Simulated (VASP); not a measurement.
ZnCd3Se3S:

```
Zn Cd Se S
1.0
     4.17000    0.00000    0.00000
     0.00000    4.17000    0.00000
     0.00000    0.00000   11.80000
Zn Cd Se S
1 3 3 1
Direct
  0.00000 0.00000 0.00000
  0.00000 0.00000 0.50000
  0.50000 0.50000 0.75000
  0.50000 0.50000 0.25000
  0.50000 0.00000 0.37500
  0.00000 0.50000 0.62500
  0.50000 0.00000 0.87500
  0.00000 0.50000 0.12500
```

The cell was built by a generator and needn't be a form met in nature.

| Quantity | Value |
| --- | --- |
| Program | VASP 6.6.1 |
| Task | relaxation of cell and atoms |
| Functional | PBE |
| Potentials or basis | VASP PAW PBE potentials, release 64 (Zn, Cd, Se, S) |
| Cutoff | 520 eV |
| k mesh | 4 × 4 × 2 |
| Occupations | gaussian, width 0.15 eV |
| Spin | no spin polarisation |

At the start: pressure 4.6 GPa; volume 25.65 Å³/atom.

Question: Where does the relaxation end?

Answer: Over 11 steps the energy falls by 75.6 meV/atom and the volume is 27.03 Å³/atom (+5.4 %); space group Pmm2 (No. 25, to 0.05 Å).

Step by step:
```csv
step,energy change (eV),largest force (eV/Å),pressure (GPa),volume (Å³)
1,0.0000,1.4529,4.60,205.19
2,-0.3322,0.6474,-1.38,227.82
3,-0.3401,0.7311,-0.71,224.58
4,-0.4150,0.5624,-0.53,222.91
5,-0.5391,0.4332,0.27,217.97
6,-0.5439,0.4548,0.41,216.94
7,-0.5852,0.2343,-0.29,219.34
8,-0.5927,0.2002,-0.44,220.37
9,-0.5907,0.1717,-1.00,222.45
10,-0.5946,0.1735,-0.58,221.08
11,-0.6047,0.0747,0.32,216.24
```

Final structure:
```xyz
8
Lattice="4.2581 0.0000 0.0000 0.0000 4.2297 0.0000 0.0000 0.0000 12.0067" Properties=species:S:1:pos:R:3 pbc="T T T"
Zn    0.0000    0.0000    0.1112
Cd    0.0000    0.0000    5.9549
Cd    2.1290    2.1149    9.1843
Cd    2.1290    2.1149    2.7418
Se    2.1290    0.0000    4.3621
Se    0.0000    2.1149    7.5797
Se    2.1290    0.0000   10.7951
S     0.0000    2.1149    1.2944
```
